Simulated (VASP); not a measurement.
Here is the system:

```
CELL_PARAMETERS angstrom
      0.00000     4.00850     4.00850
      4.00850     0.00000     4.00850
      4.00850     4.00850     0.00000
ATOMIC_POSITIONS crystal
  Ag 0.12500 0.12500 0.12500
  Ag 0.62500 0.12500 0.12500
  Ag 0.12500 0.62500 0.12500
  Ag 0.12500 0.12500 0.62500
  Pt 0.75000 0.75000 0.75000
  Pt 0.50000 0.50000 0.50000
```

Method: PBE GGA, VASP's PBE PAW potentials (set 64) (plane waves; VASP). Numerical set-up: 300 eV cut-off, 5×5×5 Γ-centred mesh, Fermi-Dirac smearing of 0.10 eV, potentials Ag Pt.

At this cut-off the stress carries a Pulay error, which pulls relaxed volumes low. Energy and stress use the plane-wave basis of the starting cell.

Problem. The ions, cell shape and volume are relaxed. Give the cell that the relaxation ends in.

Solution. 
```
CELL_PARAMETERS angstrom
      0.00000     3.73746     3.73746
      3.73746     0.00000     3.73746
      3.73746     3.73746     0.00000
ATOMIC_POSITIONS crystal
  Ag 0.12500 0.12500 0.12500
  Ag 0.62500 0.12500 0.12500
  Ag 0.12500 0.62500 0.12500
  Ag 0.12500 0.12500 0.62500
  Pt 0.75000 0.75000 0.75000
  Pt 0.50000 0.50000 0.50000
```
Space group Fd-3m (227), at a tolerance of 0.03 Å.

Problem. How do energy and volume change from the first to the last step?

Solution. The energy (σ→0) changes by -229.0 meV/atom and the volume by -18.9 %, in 6 ionic steps.

The structure was generated: Ag2Pt was put into an ordered model structure, which need not be its known phase. This run relaxes it. Symmetry was kept, so distortions that lower it aren't found. The run is one of a series of settings (EDIFFG = -0.01, IBRION = 2, ISIF = 3, NSW = 50 against the base run), some of them coarse on purpose.
